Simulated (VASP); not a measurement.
Level of theory: PBE GGA, VASP's PBE PAW potentials (set 64) (plane waves; VASP 6.6.1).

The input files of a VASP run:

**POSCAR**
```
LiF
1.9597660
  0.0000000000   1.0000000000   1.0000000000
  1.0000000000   0.0000000000   1.0000000000
  1.0000000000   1.0000000000   0.0000000000
Li F
1 1
Cartesian
  0.0000000000   0.0000000000   0.0000000000
  1.0000000000   1.0000000000   1.0000000000
```

### KPOINTS
```
Automatic mesh
0
Gamma
4 4 4
0 0 0
```

INCAR:
```
ALGO = Exact
EDIFF = 1E-8
ENCUT = 500
GGA = PE
ISMEAR = 0
LASPH = .True.
LCHARG = .False.
LOPTICS = .True.
LREAL = .False.
LWAVE = .True.
NBANDS = 392
NELM = 1
PREC = Normal
SIGMA = 0.01
SYSTEM = LiF
```

POTCAR, in this order: Li_sv_GW F_GW_new (PBE.64 set). Program: vasp_std. Read from the step before: WAVECAR.

The run wrote:

OSZICAR:
```
       N       E                     dE             d eps       ncg     rms          rms(c)
DIA:   1    -0.113634376655E+02   -0.11363E+02    0.00000E+00     0   0.000E+00
   1 F= -.11363438E+02 E0= -.11363438E+02  d E =0.000000E+00
 imaginary and real dielectric function
```

### OUTCAR
```


 plasma frequency squared (from intraband transitions) (eV^2)
  --------------------------------------------------------------------------------------
       0.000       0.000       0.000
       0.000       0.000       0.000
       0.000       0.000       0.000

 plasma frequency squared (from interband transitions, int dw w eps(2)(w)) (eV^2)
  --------------------------------------------------------------------------------------
     909.982       0.000      -0.000      -0.000      -0.000       0.000
      -0.000       0.000     909.982       0.000      -0.000      -0.000
      -0.000      -0.000      -0.000       0.000     909.982       0.000
```
(Selected blocks of OUTCAR.)

### OUTCAR
```
 val. band max:       -0.4795470289   @ k =   0.0000   0.0000   0.0000

 cond. band min:       9.3515603974   @ k =   0.0000   0.0000   0.0000



 k-point     1 :       0.0000    0.0000    0.0000
  band No.  band energies     occupation
      1     -41.2080      2.00000
      2     -20.6792      2.00000
      3      -0.4800      2.00000
      4      -0.4795      2.00000
      5      -0.4795      2.00000
      6       9.3516      0.00000
      7      24.5654      0.00000
      8      24.5659      0.00000
      9      24.5659      0.00000
     10      24.6802      0.00000
     11      24.6802      0.00000
     12      24.6802      0.00000
     13      27.8406      0.00000
     14      32.2358      0.00000
     15      32.2358      0.00000
     16      46.8524      0.00000
     17      46.8526      0.00000
     18      46.8526      0.00000
     19      51.0427      0.00000
     20      67.3602      0.00000
     21      67.3602      0.00000
     22      67.3602      0.00000
     23      71.2687      0.00000
     24      71.2687      0.00000
     25      71.3889      0.00000
     26      72.3003      0.00000
     27      72.3003      0.00000
     28      72.3004      0.00000
     29      72.8856      0.00000
     30      72.8856      0.00000
     31      72.8859      0.00000
     32      88.2505      0.00000
     33      88.2505      0.00000
     34      94.6887      0.00000
     35      94.6887      0.00000
     36      94.6888      0.00000
     37      99.4839      0.00000
     38      99.4839      0.00000
     39      99.4841      0.00000
     40     101.2299      0.00000
     41     101.2299      0.00000
     42     101.2301      0.00000
     43     102.2807      0.00000
     44     102.2807      0.00000
     45     102.2807      0.00000
     46     102.5758      0.00000
     47     104.4116      0.00000
     48     104.4116      0.00000
     49     104.4123      0.00000
     50     104.9120      0.00000
     51     104.9120      0.00000
     52     104.9121      0.00000
...
```

The density is held fixed in this step, so its total energy and stress have no physical meaning.

The compound is LiF in the rock salt structure. This cell is one point of a volume scan, at 0.92 of the reference volume. The k-mesh is coarse (spacing up to 0.69 per Å, 2π included), so the numbers may not be converged in it.
